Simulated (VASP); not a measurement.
Given:

```xyz
12
Lattice="6.7166 0.0000 0.0000 0.0000 4.1338 0.0000 0.0000 0.0000 25.7172" Properties=species:S:1:pos:R:3 pbc="T T T"
Cd     0.0000     0.0000    17.0352
Cd     3.3583     2.0669    15.8419
Cd     0.0000     2.0669    13.4553
Cd     3.3583     0.0000    12.2619
Cd     0.0000     0.0000     9.8753
Cd     3.3583     2.0669     8.6820
S      2.5322     0.0000    17.0352
S      5.8905     2.0669    15.8419
S      2.5322     2.0669    13.4553
S      5.8905     0.0000    12.2619
S      2.5322     0.0000     9.8753
S      5.8905     2.0669     8.6820
```

The numbers are results of PBEsol GGA, VASP's PBE PAW potentials (set 64) (plane waves; VASP), not measurements. Run with PREC = Normal, EDIFF = 1E-5, 400 eV cut-off, 3×5×1 Γ-centred mesh, Gaussian smearing of 0.050 eV, potentials Cd S.

Problem. The ions are relaxed. Which structure does the run end with?

Solution. 
```xyz
12
Lattice="6.7166 0.0000 0.0000 0.0000 4.1338 0.0000 0.0000 0.0000 25.7172" Properties=species:S:1:pos:R:3 pbc="T T T"
Cd     0.3297     0.0000    16.4189
Cd     3.2499     2.0669    16.0079
Cd     6.6134     2.0669    13.3421
Cd     3.2551     0.0000    12.3751
Cd     6.6082     0.0000     9.7093
Cd     3.6880     2.0669     9.2983
S      2.5884     0.0000    17.2461
S      5.8164     2.0669    15.7735
S      2.4320     2.0669    13.5541
S      5.7904     0.0000    12.1631
S      2.4581     0.0000     9.9438
S      5.9467     2.0669     8.4711
```

Problem. How much energy does the relaxation gain?

Solution. The energy (σ→0) changes by -77.9 meV/atom, in 22 ionic steps.

The cell is a thin slab with vacuum, built from CdS (wurtzite): (100) face.
